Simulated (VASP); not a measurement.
VASP input:

**KPOINTS**
```
Automatic mesh
0
Gamma
7 7 7
0 0 0
```

INCAR:
```
SYSTEM = HfO2
PREC = Accurate
ENCUT = 520
EDIFF = 1E-6
NELM = 100
ALGO = Normal
LREAL = .FALSE.
LASPH = .TRUE.
ISMEAR = 0
SIGMA = 0.05
GGA = PE
LMAXMIX = 6
LWAVE = .FALSE.
LCHARG = .FALSE.
ISIF = 2
```

### POSCAR
```
HfO2
1
    0.0000000000     2.5400000000     2.5400000000
    2.5400000000     0.0000000000     2.5400000000
    2.5400000000     2.5400000000     0.0000000000
Hf O
1 2
Direct
  0.0000000000   0.0000000000   0.0000000000
  0.2500000000   0.2500000000   0.2500000000
  0.7500000000   0.7500000000   0.7500000000
```

POTCAR, in this order: Hf_pv O (PBE.64 set). Program: vasp_gam.

Output

standard output:
```
 POSCAR found type information on POSCAR HfO
 POSCAR found :  2 types and       3 ions
 Reading from existing POTCAR
 Reading from existing POTCAR
 LDA part: xc-table for (Slater+PW92), standard interpolation

 -----------------------------------------------------------------------------
|                                                                             |
|     EEEEEEE  RRRRRR   RRRRRR   OOOOOOO  RRRRRR      ###     ###     ###     |
|     E        R     R  R     R  O     O  R     R     ###     ###     ###     |
|     E        R     R  R     R  O     O  R     R     ###     ###     ###     |
|     EEEEE    RRRRRR   RRRRRR   O     O  RRRRRR       #       #       #      |
|     E        R   R    R   R    O     O  R   R                               |
|     E        R    R   R    R   O     O  R    R      ###     ###     ###     |
|     EEEEEEE  R     R  R     R  OOOOOOO  R     R     ###     ###     ###     |
|                                                                             |
|     You are using the Gamma-point-only version with more than one           |
|     k-point or some other non-Gamma k-point.                                |
|                                                                             |
|       ---->  I REFUSE TO CONTINUE WITH THIS SICK JOB ... BYE!!! <----       |
|                                                                             |
 -----------------------------------------------------------------------------
```

Task: Read input and log: which fault does this run have?
A. LDA potentials were taken and GGA is not set, so the run is LDA and not PBE
B. POTIM is too large for the ionic optimiser
C. fractional coordinates stand under the word Cartesian
D. the Γ-only program was given a k-mesh

Result: D, the Γ-only program was given a k-mesh. VASP stops with an error: You are using the Gamma-point-only version with more than one k-point or some other non-Gamma k-point. ----> I REFUSE TO CONTINUE WITH THIS SICK JOB ... BYE!!! <----

To mend it, run vasp_std.

The mended run (PBE GGA, plane waves, VASP's PBE PAW potentials (set 64)) converges, and its OSZICAR ends with
```
   1 F= -.30247943E+02 E0= -.30247943E+02  d E =-.463258E-19
```

The compound is HfO2 in the fluorite structure, the high-temperature cubic form, which is unstable at 0 K; the monoclinic form is the stable one. The cell was not relaxed at this level.
